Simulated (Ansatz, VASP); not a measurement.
**ZrWS3 in VASP and in Ansatz**

```
Zr W S
1.0
     4.79698    0.00000    0.00000
     0.00000    4.79698    0.00000
     0.00000    0.00000    4.79698
Zr W S
1 1 3
Cartesian
  2.3985 2.3985 2.3985
  0.0000 0.0000 0.0000
  2.3985 2.3985 0.0000
  0.0000 2.3985 2.3985
  2.3985 0.0000 2.3985
```

Change from the starting cell: species swapped into the Ca3GeO type (Pm-3m, No. 221).

Alike in both runs: task single point; functional PBE; k mesh 4 × 4 × 4; occupations gaussian, width 0.1 eV; collinear spin.

|  | VASP | Ansatz |
| --- | --- | --- |
| version | VASP 6.6.1 | Ansatz 0.2.0 |
| potentials or method | VASP PAW PBE potentials, release 64 (Zr_sv, W_sv, S) | scalar-relativistic, plane waves, PAW |
| plane-wave cutoff (eV) | 520 | 420 |
| valence electrons in the cell | 44 | 44 |

VASP gave:

* gap on the k mesh at the Fermi level (eV): none
* pressure (GPa): 6.2
* net moment per atom (μB): 0.76
* size of the moment on the site where the two differ most (μB): 3.12

Task: Which values does Ansatz return?

Result: gap on the k mesh at the Fermi level (eV): none; pressure (GPa): 6.3; net moment per atom (μB): 0.76; size of the moment on the site where the two differ most (μB): 3.49.

Site moments also hang on the region over which each program counts them. A gap of «none» marks a metal or a gap that the smearing closes. Ansatz warned: «no_starting_moments».

Spin-orbit coupling is left out, which matters for the levels of W.
